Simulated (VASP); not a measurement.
Output of a VASP run:

File OUTCAR:
```
 ion  position               nearest neighbor table
   1  0.500  0.000  0.000-  45 2.49  53 2.49  61 2.49  32 2.50
   2  0.750  0.250  0.000-  33 2.49  43 2.49  54 2.49  32 2.54
   3  0.750  0.000  0.250-  32 2.43  34 2.49  38 2.49  48 2.49
   4  0.000  0.000  0.000-  35 2.49  38 2.49  43 2.49  62 2.49
   5  0.250  0.250  0.000-  36 2.45  35 2.49  53 2.49  59 2.49
   6  0.500  0.500  0.000-  37 2.49  54 2.49  60 2.49  36 2.50
   7  0.750  0.750  0.000-  37 2.49  38 2.49  55 2.49  61 2.49
   8  0.250  0.000  0.250-  35 2.49  45 2.49  56 2.49  39 2.50
   9  0.750  0.500  0.250-  63 2.45  37 2.49  40 2.49  33 2.49
  10  0.500  0.000  0.500-  41 2.49  48 2.49  58 2.49  39 2.51
  11  0.750  0.250  0.500-  34 2.49  41 2.49  42 2.49  63 2.50
  12  0.750  0.000  0.750-  41 2.49  43 2.49  52 2.49  61 2.49
  13  0.000  0.500  0.000-  33 2.49  44 2.49  55 2.49  59 2.49
  14  0.250  0.750  0.000-  44 2.49  45 2.49  60 2.49  62 2.49
  15  0.000  0.250  0.250-  33 2.49  34 2.49  35 2.49  46 2.49
  16  0.250  0.500  0.250-  44 2.49  46 2.49  47 2.49  36 2.50
  17  0.500  0.750  0.250-  37 2.49  45 2.49  47 2.49  48 2.49
  18  0.000  0.000  0.500-  34 2.49  49 2.49  52 2.49  56 2.49
  19  0.250  0.250  0.500-  46 2.49  49 2.49  50 2.49  39 2.51
  20  0.500  0.500  0.500-  47 2.49  50 2.49  51 2.49  63 2.54
  21  0.750  0.750  0.500-  40 2.49  48 2.49  51 2.49  52 2.49
  22  0.250  0.000  0.750-  49 2.49  53 2.49  58 2.49  62 2.49
  23  0.500  0.250  0.750-  41 2.49  50 2.49  53 2.49  54 2.49
  24  0.750  0.500  0.750-  42 2.49  51 2.49  54 2.49  55 2.49
  25  0.000  0.750  0.250-  38 2.49  40 2.49  44 2.49  56 2.49
  26  0.000  0.500  0.500-  40 2.49  42 2.49  46 2.49  57 2.49
  27  0.250  0.750  0.500-  47 2.49  56 2.49  57 2.49  58 2.49
  28  0.000  0.250  0.750-  42 2.49  43 2.49  49 2.49  59 2.49
  29  0.250  0.500  0.750-  50 2.49  57 2.49  59 2.49  60 2.49
  30  0.500  0.750  0.750-  51 2.49  58 2.49  60 2.49  61 2.49
  31  0.000  0.750  0.750-  52 2.49  55 2.49  57 2.49  62 2.49
  32  0.626  0.121  0.129-   3 2.43   1 2.50   2 2.54
  33  0.875  0.375  0.125-   2 2.49   9 2.49  13 2.49  15 2.49
  34  0.875  0.125  0.375-   3 2.49  11 2.49  15 2.49  18 2.49
  35  0.125  0.125  0.125-   4 2.49   5 2.49   8 2.49  15 2.49
  36  0.372  0.375  0.122-   5 2.45  16 2.50   6 2.50
  37  0.625  0.625  0.125-   6 2.49   7 2.49   9 2.49  17 2.49
  38  0.875  0.875  0.125-   3 2.49   4 2.49   7 2.49  25 2.49
  39  0.377  0.126  0.373-   8 2.50  10 2.51  19 2.51
  40  0.875  0.625  0.375-   9 2.49  21 2.49  25 2.49  26 2.49
  41  0.625  0.125  0.625-  10 2.49  11 2.49  12 2.49  23 2.49
  42  0.875  0.375  0.625-  11 2.49  24 2.49  26 2.49  28 2.49
  43  0.875  0.125  0.875-   2 2.49   4 2.49  12 2.49  28 2.49
  44  0.125  0.625  0.125-  13 2.49  14 2.49  16 2.49  25 2.49
  45  0.375  0.875  0.125-   1 2.49   8 2.49  14 2.49  17 2.49
  46  0.125  0.375  0.375-  15 2.49  16 2.49  19 2.49  26 2.49
  47  0.375  0.625  0.375-  16 2.49  17 2.49  20 2.49  27 2.49
  48  0.625  0.875  0.375-   3 2.49  10 2.49  17 2.49  21 2.49
  49  0.125  0.125  0.625-  18 2.49  19 2.49  22 2.49  28 2.49
  50  0.375  0.375  0.625-  19 2.49  20 2.49  23 2.49  29 2.49
  51  0.625  0.625  0.625-  20 2.49  21 2.49  24 2.49  30 2.49
  52  0.875  0.875  0.625-  12 2.49  18 2.49  21 2.49  31 2.49
  53  0.375  0.125  0.875-   1 2.49   5 2.49  22 2.49  23 2.49
  54  0.625  0.375  0.875-   2 2.49   6 2.49  23 2.49  24 2.49
  55  0.875  0.625  0.875-   7 2.49  13 2.49  24 2.49  31 2.49
  56  0.125  0.875  0.375-   8 2.49  18 2.49  25 2.49  27 2.49
  57  0.125  0.625  0.625-  26 2.49  27 2.49  29 2.49  31 2.49
  58  0.375  0.875  0.625-  10 2.49  22 2.49  27 2.49  30 2.49
  59  0.125  0.375  0.875-   5 2.49  13 2.49  28 2.49  29 2.49
  60  0.375  0.625  0.875-   6 2.49  14 2.49  29 2.49  30 2.49
  61  0.625  0.875  0.875-   1 2.49   7 2.49  12 2.49  30 2.49
  62  0.125  0.875  0.875-   4 2.49  14 2.49  22 2.49  31 2.49
  63  0.628  0.375  0.371-   9 2.45  11 2.50  20 2.54
 Subroutine IBZKPT returns following result:
 Found      1 irreducible k-points:

 Following reciprocal coordinates:
            Coordinates               Weight
  0.000000  0.000000  0.000000      1.000000
   k-points           NKPTS =      1   k-points in BZ     NKDIM =      1   number of bands    NBANDS=    162
   number of dos      NEDOS =    301   number of ions     NIONS =     63
   total plane-waves  NPLWV = 175616
   dimension x,y,z NGX =    56 NGY =   56 NGZ =   56
   dimension x,y,z NGXF=   112 NGYF=  112 NGZF=  112
   ions per type =              31  31   1
   PREC   = normal    normal or accurate (medium, high low for compatibility)
   ISTART =      0    job   : 0-new  1-cont  2-samecut
   ICHARG =      2    charge: 1-file 2-atom 10-const
   ISPIN  =      2    spin polarized calculation?
...
```

**OSZICAR**
```
...
  14 F= -.24880039E+03 E0= -.24878547E+03  d E =-.623237E-02  mag=     2.0000
       N       E                     dE             d eps       ncg     rms          rms(c)
DAV:   1    -0.248800414270E+03   -0.30178E-04   -0.29074E-02   680   0.297E-01    0.561E-02
RMM:   2    -0.248800557330E+03   -0.14306E-03   -0.17351E-03   648   0.709E-02    0.159E-02
RMM:   3    -0.248800582767E+03   -0.25438E-04   -0.25876E-04   667   0.287E-02    0.128E-02
RMM:   4    -0.248800582709E+03    0.58752E-07   -0.31832E-05   448   0.109E-02
  15 F= -.24880058E+03 E0= -.24878564E+03  d E =-.642907E-02  mag=     2.0000
       N       E                     dE             d eps       ncg     rms          rms(c)
DAV:   1    -0.248802931562E+03   -0.23488E-02   -0.15860E-01   648   0.683E-01    0.129E-01
RMM:   2    -0.248803629058E+03   -0.69750E-03   -0.86949E-03   648   0.156E-01    0.425E-02
RMM:   3    -0.248803753486E+03   -0.12443E-03   -0.13016E-03   686   0.637E-02    0.359E-02
RMM:   4    -0.248803755991E+03   -0.25050E-05   -0.17808E-04   649   0.240E-02    0.204E-02
RMM:   5    -0.248803756871E+03   -0.87973E-06   -0.40659E-05   487   0.116E-02
  16 F= -.24880376E+03 E0= -.24878883E+03  d E =-.317416E-02  mag=     2.0000
       N       E                     dE             d eps       ncg     rms          rms(c)
DAV:   1    -0.248803439951E+03    0.31604E-03   -0.29661E-01   648   0.933E-01    0.177E-01
RMM:   2    -0.248804754283E+03   -0.13143E-02   -0.16439E-02   648   0.215E-01    0.605E-02
RMM:   3    -0.248804998774E+03   -0.24449E-03   -0.25155E-03   688   0.882E-02    0.513E-02
RMM:   4    -0.248805004497E+03   -0.57226E-05   -0.33831E-04   656   0.333E-02    0.279E-02
RMM:   5    -0.248805007795E+03   -0.32980E-05   -0.83745E-05   598   0.167E-02
  17 F= -.24880501E+03 E0= -.24879012E+03  d E =-.442509E-02  mag=     2.0000
       N       E                     dE             d eps       ncg     rms          rms(c)
DAV:   1    -0.248806016441E+03   -0.10119E-02   -0.19741E-01   652   0.744E-01    0.140E-01
RMM:   2    -0.248806883084E+03   -0.86664E-03   -0.10666E-02   648   0.168E-01    0.474E-02
RMM:   3    -0.248807051591E+03   -0.16851E-03   -0.16658E-03   691   0.696E-02    0.449E-02
RMM:   4    -0.248807054780E+03   -0.31890E-05   -0.19533E-04   647   0.255E-02    0.260E-02
RMM:   5    -0.248807056617E+03   -0.18373E-05   -0.60217E-05   541   0.137E-02
  18 F= -.24880706E+03 E0= -.24879210E+03  d E =-.204882E-02  mag=     2.0000
       N       E                     dE             d eps       ncg     rms          rms(c)
DAV:   1    -0.248807039217E+03    0.15563E-04   -0.50591E-02   684   0.377E-01    0.730E-02
RMM:   2    -0.248807261025E+03   -0.22181E-03   -0.28136E-03   648   0.860E-02    0.240E-02
RMM:   3    -0.248807307942E+03   -0.46917E-04   -0.45517E-04   688   0.361E-02    0.219E-02
RMM:   4    -0.248807309630E+03   -0.16889E-05   -0.53657E-05   491   0.132E-02
  19 F= -.24880731E+03 E0= -.24879233E+03  d E =-.230184E-02  mag=     2.0000
       N       E                     dE             d eps       ncg     rms          rms(c)
DAV:   1    -0.248808177384E+03   -0.86944E-03   -0.35472E-02   652   0.352E-01    0.734E-02
RMM:   2    -0.248808378570E+03   -0.20119E-03   -0.25441E-03   648   0.919E-02    0.244E-02
RMM:   3    -0.248808415679E+03   -0.37109E-04   -0.40411E-04   684   0.368E-02    0.152E-02
RMM:   4    -0.248808416079E+03   -0.39998E-06   -0.49684E-05   500   0.139E-02
  20 F= -.24880842E+03 E0= -.24879344E+03  d E =-.110645E-02  mag=     2.0000
```

**OUTCAR**
```
------------------------ aborting loop because EDIFF is reached ----------------------------------------
  FORCE on cell =-STRESS in cart. coord.  units (eV):
  Direction    XX          YY          ZZ          XY          YZ          ZX
  --------------------------------------------------------------------------------------
  Total       19.7793614     19.7310805     19.9097913      1.1332751      0.9740003      0.9051686
  in kB       20.7164550     20.6658867     20.8530644      1.1869667      1.0201458      0.9480530
  external PRESSURE =      20.7451354 kB  Pullay stress =       0.0000000 kB
  volume of cell :     1529.70
      direct lattice vectors                 reciprocal lattice vectors
    11.522210421  0.000000000  0.000000000     0.086788903  0.000000000  0.000000000
     0.000000000 11.522210421  0.000000000     0.000000000  0.086788903  0.000000000
     0.000000000  0.000000000 11.522210421     0.000000000  0.000000000  0.086788903
  FREE ENERGIE OF THE ION-ELECTRON SYSTEM (eV)
  ---------------------------------------------------
  free  energy   TOTEN  =      -248.8084160791 eV

  energy  without entropy=     -248.7784616895  energy(sigma->0) =     -248.79343888

 total charge

# of ion       s       p       d       tot
------------------------------------------
    1        1.082   1.125   0.122   2.329
    2        1.080   1.122   0.122   2.323
    3        1.080   1.122   0.122   2.323
    4        1.076   1.138   0.125   2.339
    5        1.082   1.126   0.122   2.330
    6        1.080   1.121   0.122   2.323
    7        1.079   1.131   0.123   2.333
    8        1.083   1.123   0.121   2.327
    9        1.077   1.101   0.129   2.307
   10        1.080   1.121   0.122   2.323
   11        1.077   1.101   0.129   2.307
   12        1.079   1.131   0.123   2.332
   13        1.079   1.131   0.123   2.333
   14        1.076   1.138   0.125   2.339
   15        1.079   1.142   0.125   2.346
   16        1.080   1.121   0.122   2.322
   17        1.079   1.141   0.125   2.345
   18        1.079   1.131   0.123   2.334
   19        1.080   1.121   0.121   2.322
   20        1.077   1.100   0.128   2.306
   21        1.076   1.134   0.124   2.335
   22        1.076   1.138   0.125   2.339
   23        1.079   1.140   0.125   2.344
   24        1.076   1.134   0.124   2.335
   25        1.078   1.140   0.126   2.344
   26        1.076   1.135   0.124   2.335
   27        1.079   1.130   0.123   2.332
   28        1.078   1.139   0.126   2.343
   29        1.079   1.131   0.123   2.333
   30        1.078   1.139   0.126   2.343
   31        1.081   1.131   0.123   2.335
   32        1.259   1.498   0.023   2.779
   33        1.214   1.585   0.023   2.822
   34        1.214   1.585   0.023   2.822
   35        1.212   1.587   0.024   2.823
   36        1.258   1.498   0.023   2.779
   37        1.214   1.585   0.023   2.822
   38        1.212   1.584   0.024   2.820
   39        1.260   1.496   0.023   2.779
   40        1.211   1.590   0.024   2.825
   41        1.214   1.584   0.023   2.821
   42        1.211   1.590   0.024   2.824
   43        1.212   1.583   0.024   2.819
   44        1.212   1.584   0.024   2.819
   45        1.212   1.587   0.024   2.822
   46        1.210   1.588   0.024   2.822
   47        1.214   1.584   0.023   2.821
   48        1.210   1.588   0.024   2.822
...
```
(Selected blocks of OUTCAR.)

File POSCAR:
```
Ga31As31Se
1
   11.5222104212    -0.0000000000    -0.0000000000
   -0.0000000000    11.5222104212     0.0000000000
    0.0000000000     0.0000000000    11.5222104212
Ga As Se
31 31 1
Direct
  0.5000000000   0.0000000000   0.0000000000
  0.7500000000   0.2500000000   0.0000000000
  0.7500000000   0.0000000000   0.2500000000
  0.0000000000   0.0000000000   0.0000000000
  0.2500000000   0.2500000000   0.0000000000
  0.5000000000   0.5000000000   0.0000000000
  0.7500000000   0.7500000000   0.0000000000
  0.2500000000   0.0000000000   0.2500000000
  0.7500000000   0.5000000000   0.2500000000
  0.5000000000   0.0000000000   0.5000000000
  0.7500000000   0.2500000000   0.5000000000
  0.7500000000   0.0000000000   0.7500000000
  0.0000000000   0.5000000000   0.0000000000
  0.2500000000   0.7500000000   0.0000000000
  0.0000000000   0.2500000000   0.2500000000
  0.2500000000   0.5000000000   0.2500000000
  0.5000000000   0.7500000000   0.2500000000
  0.0000000000   0.0000000000   0.5000000000
  0.2500000000   0.2500000000   0.5000000000
  0.5000000000   0.5000000000   0.5000000000
  0.7500000000   0.7500000000   0.5000000000
  0.2500000000   0.0000000000   0.7500000000
  0.5000000000   0.2500000000   0.7500000000
  0.7500000000   0.5000000000   0.7500000000
  0.0000000000   0.7500000000   0.2500000000
  0.0000000000   0.5000000000   0.5000000000
  0.2500000000   0.7500000000   0.5000000000
  0.0000000000   0.2500000000   0.7500000000
  0.2500000000   0.5000000000   0.7500000000
  0.5000000000   0.7500000000   0.7500000000
  0.0000000000   0.7500000000   0.7500000000
  0.6261760000   0.1206980000   0.1288600000
  0.8750000000   0.3750000000   0.1250000000
  0.8750000000   0.1250000000   0.3750000000
  0.1250000000   0.1250000000   0.1250000000
  0.3719640000   0.3745060000   0.1224520000
  0.6250000000   0.6250000000   0.1250000000
  0.8750000000   0.8750000000   0.1250000000
  0.3767620000   0.1263070000   0.3725530000
  0.8750000000   0.6250000000   0.3750000000
  0.6250000000   0.1250000000   0.6250000000
  0.8750000000   0.3750000000   0.6250000000
  0.8750000000   0.1250000000   0.8750000000
  0.1250000000   0.6250000000   0.1250000000
  0.3750000000   0.8750000000   0.1250000000
  0.1250000000   0.3750000000   0.3750000000
  0.3750000000   0.6250000000   0.3750000000
  0.6250000000   0.8750000000   0.3750000000
  0.1250000000   0.1250000000   0.6250000000
  0.3750000000   0.3750000000   0.6250000000
  0.6250000000   0.6250000000   0.6250000000
  0.8750000000   0.8750000000   0.6250000000
  0.3750000000   0.1250000000   0.8750000000
  0.6250000000   0.3750000000   0.8750000000
  0.8750000000   0.6250000000   0.8750000000
  0.1250000000   0.8750000000   0.3750000000
  0.1250000000   0.6250000000   0.6250000000
  0.3750000000   0.8750000000   0.6250000000
  0.1250000000   0.3750000000   0.8750000000
  0.3750000000   0.6250000000   0.8750000000
  0.6250000000   0.8750000000   0.8750000000
  0.1250000000   0.8750000000   0.8750000000
  0.6276710000   0.3751070000   0.3712710000
```

Write an INCAR and KPOINTS that could have produced this output.

This is not unique; one that fits is the input of the run itself, PBE GGA, plane waves, VASP's PBE PAW potentials (set 64).

INCAR:
```
SYSTEM = Ga31As31Se
PREC = Normal; ENCUT = 400; LREAL = Auto
LASPH = .True.; ISYM = 0; NELECT = 256.0
EDIFF = 1E-5; NELM = 100; NELMIN = 4
ALGO = Fast; LMAXMIX = 4
ISMEAR = 0; SIGMA = 0.05
GGA = PE
ISPIN = 2; MAGMOM = 63*0.0317; NUPDOWN = 2
IBRION = 2; NSW = 70; ISIF = 2
EDIFFG = -0.03
LWAVE = .True.; LCHARG = .False.; LORBIT = 10
```

File KPOINTS:
```
kpoints
0
Gamma
  1 1 1
0 0 0
```

POTCAR, in this order: Ga As Se (PBE.64 set). Program: vasp_gam.

The cell is charged, with a uniform compensating background. The supercell is sampled at Γ alone, which is coarse: total energies, pressure and levels can be off, energies of defects by several tenths of an eV.

The cell is a supercell with a defect, built from GaAs (zinc blende): Se_As-vac_Ga, charge -2.
